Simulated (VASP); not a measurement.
An input for Ansatz (written as the equivalent of a VASP run, and not itself run):

Ansatz 0.2 input:
```yaml
crystal:
  lattice:
    - [0.0000000, 2.2508350, 2.2508350]
    - [2.2508350, 0.0000000, 2.2508350]
    - [8.9642599, 8.9642599, 0.0390799]
  atoms:
    - { symbol: Zr, position: [0.0108173, 0.0108173, 0.9918870] }
    - { symbol: Zr, position: [0.9891827, 0.9891827, 0.2581130] }
    - { symbol: C, position: [0.5000000, 0.5000000, 0.1250000] }
    - { symbol: C, position: [0.4781117, 0.4781117, 0.3914162] }
    - { symbol: C, position: [0.5000000, 0.5000000, 0.6250000] }
    - { symbol: C, position: [0.5218883, 0.5218883, 0.8585838] }
    - { symbol: Ti, position: [0.9888661, 0.9888661, 0.5083504] }
    - { symbol: Ti, position: [0.0111339, 0.0111339, 0.7416496] }
kpoints:
  mp_grid: { grid: [11, 11, 3] }
hamiltonian:
  xc: pbesol
  pseudopotentials: { kind: paw }
scf:
  occupations: { method: methfessel_paxton, width: 0.1 }
  max_iter: 100
relax:
  max_steps: 60
  f_tol: 0.02
  cell: {}
output: { forces: true, stress: true, eigenvalues: true }
```

**Question.** Write the VASP files for the same calculation (PBEsol).

**Answer.** One answer among several that fit: 
**POSCAR**
```
Ti2Zr2C4
1
    0.0000000000     2.2508349538     2.2508349538
    2.2508349538     0.0000000000     2.2508349538
    8.9642599308     8.9642599308     0.0390798843
Zr C Ti
2 4 2
Direct
  0.0108172965   0.0108172965   0.9918870277
  0.9891827035   0.9891827035   0.2581129723
  0.5000000000   0.5000000000   0.1250000000
  0.4781117396   0.4781117396   0.3914161953
  0.5000000000   0.5000000000   0.6250000000
  0.5218882604   0.5218882604   0.8585838047
  0.9888661289   0.9888661289   0.5083504033
  0.0111338711   0.0111338711   0.7416495967
```

**INCAR**
```
! general
SYSTEM   =  Ti2Zr2C4
PREC     =  Accurate
ENCUT    =  520
LREAL    =  F
LASPH    =  T

! electronic loop
EDIFF    =  1E-6
NELM     =  100
ALGO     =  Normal
LMAXMIX  =  4

! smearing
ISMEAR   =  1
SIGMA    =  0.1

! functional
GGA      =  PS

! ions
IBRION   =  2
NSW      =  60
ISIF     =  3
EDIFFG   =  -0.02

! output
LWAVE    =  F
LCHARG   =  F
```

KPOINTS:
```
Regular mesh
0
gamma
 11 11 3
```

POTCAR, in this order: Zr_sv C Ti_sv (PBE.64 set). Program: vasp_std.

Limits of the translation: each code has its own PAW files, so the cut-off isn't converted (ENCUT is set for VASP's; basis.ecutwfc is left out, and Ansatz then takes the one that its files recommend); Ansatz stops its SCF on the density residual and VASP on the energy change (EDIFF).

The structure was generated: Ti2Zr2C4 was put into an ordered model structure (R-3m), which need not be its known phase. This run relaxes it. Symmetry was kept, so distortions that lower it aren't found. The start is the result of an earlier pass.
